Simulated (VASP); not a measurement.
Consider the following.

```yaml
crystal:
  lattice:
    - [5.98873, 0.00376, 0.00376]
    - [0.00376, 5.98873, 0.00376]
    - [0.00376, 0.00376, 5.98873]
  atoms:
    - { symbol: Sn, position: [0.99180, 0.99180, 0.99180] }
    - { symbol: Sn, position: [0.25820, 0.25820, 0.25820] }
    - { symbol: Ge, position: [0.50824, 0.50824, 0.99156] }
    - { symbol: Ge, position: [0.74176, 0.74176, 0.25844] }
    - { symbol: Ge, position: [0.50824, 0.99156, 0.50824] }
    - { symbol: Ge, position: [0.74176, 0.25844, 0.74176] }
    - { symbol: Ge, position: [0.99156, 0.50824, 0.50824] }
    - { symbol: Ge, position: [0.25844, 0.74176, 0.74176] }
```

These are modified Becke-Johnson potential (mBJ), VASP's PBE PAW potentials (set 64) (plane waves; VASP) values and carry that method's errors. Run with 400 eV cut-off, 4×4×4 Γ-centred mesh, Gaussian smearing of 0.050 eV, potentials Sn_d Ge_d.

mBJ is a potential without an energy functional, so only the levels count. Unless said otherwise, spin-orbit coupling is left out, though it shifts the bands of the heavy elements here.

Q: What does the run give for the band gap (over mesh and band path) with the smallest direct gap where there is one?

A: 
| Item | Result |
|---|---|
| band gap (over mesh and band path) | none (metal, semimetal or under 0.01 eV) |

The absolute energy has meaning only against runs of the same code, potentials and settings.

The structure was generated: Sn2Ge6 was put into an ordered model structure (R-3m), which need not be its known phase. It was relaxed first, which changed the volume by +6 %. The cell's shape comes from a PBE relaxation.
